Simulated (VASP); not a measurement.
The system is TiRuN2.

```
Ti Ru N
1.0
     3.54509    0.00000    0.00000
     0.00000    3.54509    0.00000
     0.00000    0.00000    3.88264
Ti Ru N
1 1 2
Direct
  0.00000 0.00000 0.00000
  0.00000 0.00000 0.50000
  0.50000 0.50000 0.50000
  0.50000 0.50000 0.00000
```

The cell was built by a generator and needn't be a form met in nature.

- Program: VASP 6.6.1
- Task: relaxation of cell and atoms
- Functional: PBE
- Potentials or basis: VASP PAW PBE potentials, release 64 (Ti_sv, Ru_pv, N)
- Cutoff: 520 eV
- k mesh: 4 × 4 × 4
- Occupations: gaussian, width 0.15 eV
- Spin: no spin polarisation

At the start: pressure 8.7 GPa; volume 12.20 Å³/atom.

Question: Where does the relaxation end?

Answer: Over 12 steps the energy falls by 2155.6 meV/atom and the volume is 11.22 Å³/atom (-8.0 %); space group P4/mmm (No. 123, to 0.05 Å).

Step by step:
| step | energy change (eV) | largest force (eV/Å) | pressure (GPa) | volume (Å³) |
| --- | --- | --- | --- | --- |
| 1 | 0.0000 | 0.0000 | 8.75 | 48.80 |
| 2 | -7.7101 | 0.0000 | -24.59 | 49.04 |
| 3 | -8.4289 | 0.0000 | -15.60 | 48.20 |
| 4 | -8.4090 | 0.0000 | -16.60 | 48.32 |
| 5 | -7.4922 | 0.0000 | 54.80 | 39.92 |
| 6 | -8.5699 | 0.0000 | -2.49 | 45.81 |
| 7 | -8.5706 | 0.0000 | -2.00 | 45.69 |
| 8 | -8.6053 | 0.0000 | -1.61 | 45.58 |
| 9 | -8.3644 | 0.0000 | 22.25 | 42.69 |
| 10 | -8.6052 | 0.0000 | -0.85 | 45.53 |
| 11 | -8.6217 | 0.0000 | 0.46 | 44.72 |
| 12 | -8.6224 | 0.0000 | 0.39 | 44.87 |

Final structure:
```xyz
4
Lattice="2.8409 0.0000 0.0000 0.0000 2.8409 0.0000 0.0000 0.0000 5.5599" Properties=species:S:1:pos:R:3 pbc="T T T"
Ti    0.0000    0.0000    0.0000
Ru    0.0000    2.8409    2.7800
N     1.4204    1.4204    2.7800
N     1.4204    1.4204    0.0000
```

Caveat: the k mesh is coarse (spacing up to 0.44 Å⁻¹), so the values aren't converged.
